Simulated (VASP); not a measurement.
Computed with r2SCAN meta-GGA, VASP's PBE PAW potentials (set 64) (plane waves; VASP).

VASP ran on this input.

**INCAR**
```
ISIF=2   ! forces and stress, cell fixed
LASPH=.True.
ISMEAR=-5
LMAXMIX=6   ! l cut-off of mixed one-centre charges
LREAL=.False.   ! projection in real space or not
LWAVE=.False.
LEFG=.True.
NELM=100
ALGO=Normal   ! blocked Davidson
LORBIT=11
EDIFF=1E-7   ! SCF stop (eV)
LCHARG=.False.
LMIXTAU=.True.
ENCUT=520   ! plane-wave cut-off (eV)
NEDOS=601
METAGGA=R2SCAN
PREC=Accurate
SYSTEM=TaN
```

**POSCAR**
```
TaN
1
    5.2076759131     0.0000000000     0.0000000000
   -2.6038379566     4.5099793200    -0.0000000000
    0.0000000000    -0.0000000000     2.9140409514
Ta N
3 3
Direct
  1.0000000000   1.0000000000   0.0000000000
  0.3333330000   0.6666670000   0.5000000000
  0.6666670000   0.3333330000   0.5000000000
  0.3924973109   1.0000000000   1.0000000000
  0.6075026891   0.6075026891   1.0000000000
  0.0000000000   0.3924973109   0.0000000000
```

### KPOINTS_OPT
```
k-points along high-symmetry lines
6
Line-mode
Reciprocal
  0.000000   0.000000   0.000000 ! GAMMA
  0.500000   0.000000   0.000000 ! M

  0.500000   0.000000   0.000000 ! M
  0.333333   0.333333   0.000000 ! K

  0.333333   0.333333   0.000000 ! K
  0.000000   0.000000   0.000000 ! GAMMA

  0.000000   0.000000   0.000000 ! GAMMA
  0.000000   0.000000   0.500000 ! A

  0.000000   0.000000   0.500000 ! A
  0.500000   0.000000   0.500000 ! L

  0.500000   0.000000   0.500000 ! L
  0.333333   0.333333   0.500000 ! H

  0.333333   0.333333   0.500000 ! H
  0.000000   0.000000   0.500000 ! A

  0.500000   0.000000   0.500000 ! L
  0.500000   0.000000   0.000000 ! M

  0.333333   0.333333   0.500000 ! H
  0.333333   0.333333   0.000000 ! K
```

KPOINTS:
```
Automatic mesh
0
Gamma
8 8 12
0 0 0
```

POTCAR, in this order: Ta_pv N (PBE.64 set). Program: vasp_std.

Output

OUTCAR:
```
 ion  position               nearest neighbor table
   1  0.000  0.000  0.000-   5 2.04   6 2.04   4 2.04   3 3.34   2 3.34   2 3.34   3 3.34   2 3.34
                             2 3.34   3 3.34   3 3.34   3 3.34   3 3.34   2 3.34   2 3.34
   2  0.333  0.667  0.500-   4 2.17   4 2.17   6 2.17   6 2.17   5 2.17   5 2.17   3 3.01   3 3.01
                             3 3.01   1 3.34   1 3.34   1 3.34   1 3.34   1 3.34   1 3.34
   3  0.667  0.333  0.500-   6 2.17   6 2.17   4 2.17   4 2.17   5 2.17   5 2.17   2 3.01   2 3.01
                             2 3.01   1 3.34   1 3.34   1 3.34   1 3.34   1 3.34   1 3.34
   4  0.392  0.000  0.000-   1 2.04   2 2.17   2 2.17   3 2.17   3 2.17
   5  0.608  0.608  0.000-   1 2.04   3 2.17   3 2.17   2 2.17   2 2.17
   6  0.000  0.392  0.000-   1 2.04   3 2.17   3 2.17   2 2.17   2 2.17
  LATTYP: Found a hexagonal cell.
 ALAT       =     5.2076759131
 C/A-ratio  =     0.5595664938
 Subroutine PRICEL returns:
 Original cell was already a primitive cell.
 Subroutine GETGRP returns: Found 12 space group operations
The static configuration has the point symmetry D_3h.
The dynamic configuration has the point symmetry D_3h.
 Subroutine INISYM returns: Found 12 space group operations
 Subroutine IBZKPT returns following result:
 Found     70 irreducible k-points:

 Following reciprocal coordinates:
            Coordinates               Weight
  0.000000  0.000000  0.000000      1.000000
  0.125000  0.000000  0.000000      6.000000
  0.250000  0.000000  0.000000      6.000000
  0.375000  0.000000  0.000000      6.000000
  0.500000  0.000000  0.000000      3.000000
  0.125000  0.125000  0.000000      6.000000
  0.250000  0.125000  0.000000     12.000000
  0.375000  0.125000  0.000000     12.000000
  0.250000  0.250000  0.000000      6.000000
  0.375000  0.250000  0.000000      6.000000
  0.000000  0.000000  0.083333      2.000000
  0.125000  0.000000  0.083333     12.000000
  0.250000  0.000000  0.083333     12.000000
  0.375000  0.000000  0.083333     12.000000
  0.500000  0.000000  0.083333      6.000000
  0.125000  0.125000  0.083333     12.000000
...
```

**OSZICAR**
```
       N       E                     dE             d eps       ncg     rms          rms(c)
DAV:   1     0.345468437712E+03    0.34547E+03   -0.27739E+04  3920   0.185E+03
DAV:   2    -0.172932613661E+03   -0.51840E+03   -0.50521E+03  4596   0.518E+02
DAV:   3    -0.203811932381E+03   -0.30879E+02   -0.30400E+02  4792   0.117E+02
DAV:   4    -0.204451203874E+03   -0.63927E+00   -0.63388E+00  4752   0.165E+01
DAV:   5    -0.204469448221E+03   -0.18244E-01   -0.18052E-01  4884   0.211E+00    0.448E+01
DAV:   6    -0.181343304297E+03    0.23126E+02   -0.53236E+01  5088   0.469E+01    0.187E+01
DAV:   7    -0.180550182947E+03    0.79312E+00   -0.34138E+00  4556   0.121E+01    0.833E+00
DAV:   8    -0.181772806162E+03   -0.12226E+01   -0.17484E+00  4300   0.980E+00    0.276E+00
DAV:   9    -0.181245842012E+03    0.52696E+00   -0.76323E-01  4312   0.754E+00    0.581E-01
DAV:  10    -0.181303468827E+03   -0.57627E-01   -0.60579E-02  4500   0.217E+00    0.473E-01
DAV:  11    -0.181264291663E+03    0.39177E-01   -0.37163E-02  4408   0.162E+00    0.189E-01
DAV:  12    -0.181312262072E+03   -0.47970E-01   -0.23538E-02  4288   0.141E+00    0.148E-01
DAV:  13    -0.181311448388E+03    0.81368E-03   -0.34633E-03  5164   0.397E-01    0.463E-02
DAV:  14    -0.181311842893E+03   -0.39450E-03   -0.15485E-04  4488   0.106E-01    0.367E-02
DAV:  15    -0.181312058383E+03   -0.21549E-03   -0.64622E-05  4544   0.612E-02    0.202E-02
DAV:  16    -0.181312142135E+03   -0.83751E-04   -0.92842E-05  4368   0.775E-02    0.498E-03
DAV:  17    -0.181312145139E+03   -0.30048E-05   -0.62381E-06  4524   0.215E-02    0.360E-03
DAV:  18    -0.181312147621E+03   -0.24816E-05   -0.11628E-06  4088   0.716E-03    0.140E-03
DAV:  19    -0.181312146394E+03    0.12267E-05   -0.95180E-07  3828   0.853E-03    0.284E-04
DAV:  20    -0.181312146889E+03   -0.49441E-06   -0.10011E-07  2656   0.296E-03    0.237E-04
DAV:  21    -0.181312146657E+03    0.23152E-06   -0.10610E-08  2556   0.940E-04    0.285E-04
DAV:  22    -0.181312146772E+03   -0.11481E-06   -0.32525E-09  2504   0.464E-04    0.135E-04
DAV:  23    -0.181312146744E+03    0.27788E-07   -0.30489E-09  2448   0.485E-04
   1 F= -.18131215E+03 E0= -.18131215E+03  d E =0.000000E+00
       N       E                     dE             ncg
```

OUTCAR:
```
------------------------ aborting loop because EDIFF is reached ----------------------------------------
  FORCE on cell =-STRESS in cart. coord.  units (eV):
  Direction    XX          YY          ZZ          XY          YZ          ZX
  --------------------------------------------------------------------------------------
  Total        0.0541142      0.0541142     -0.0042694     -0.0000000      0.0000000     -0.0000000
  in kB        1.2667996      1.2667994     -0.0999445     -0.0000000      0.0000000     -0.0000000
  external PRESSURE =       0.8112182 kB  Pullay stress =       0.0000000 kB
  volume of cell :       68.44
      direct lattice vectors                 reciprocal lattice vectors
     5.207675913  0.000000000  0.000000000     0.192024238  0.110865253  0.000000000
    -2.603837957  4.509979320  0.000000000     0.000000000  0.221730507  0.000000000
     0.000000000  0.000000000  2.914040951     0.000000000  0.000000000  0.343166076
 POSITION                                       TOTAL-FORCE (eV/Angst)
 -----------------------------------------------------------------------------------
      0.00000      0.00000      0.00000        -0.000000     -0.000000     -0.000000
     -0.00000      3.00665      1.45702         0.000000     -0.000000     -0.000000
      2.60384      1.50332      1.45702        -0.000000     -0.000000     -0.000000
      2.04400      0.00000      0.00000        -0.017407     -0.000000      0.000000
      1.58184      2.73982      0.00000         0.008704      0.015075     -0.000000
     -1.02200      1.77015      0.00000         0.008704     -0.015075      0.000000
 -----------------------------------------------------------------------------------
    total drift:                               -0.000008      0.000004      0.000000
  FREE ENERGIE OF THE ION-ELECTRON SYSTEM (eV)
  ---------------------------------------------------
  free  energy   TOTEN  =      -181.3121467442 eV

  energy  without entropy=     -181.3121467442  energy(sigma->0) =     -181.31214674

 total charge

# of ion       s       p       d       tot
------------------------------------------
    1        0.344   6.225   2.407   8.976
    2        0.300   6.262   2.366   8.928
    3        0.300   6.262   2.366   8.928
    4        1.251   2.587   0.000   3.838
    5        1.251   2.587   0.000   3.838
    6        1.251   2.587   0.000   3.838
--------------------------------------------------
tot          4.696  26.511   7.139  38.346
```
(Selected blocks of OUTCAR.)

For a metal the tetrahedron method with Blöchl corrections gives inexact stress and forces.

The structure comes from a computed database's TaN entry (P-62m); how it stands against other phases isn't given here. It was relaxed first.
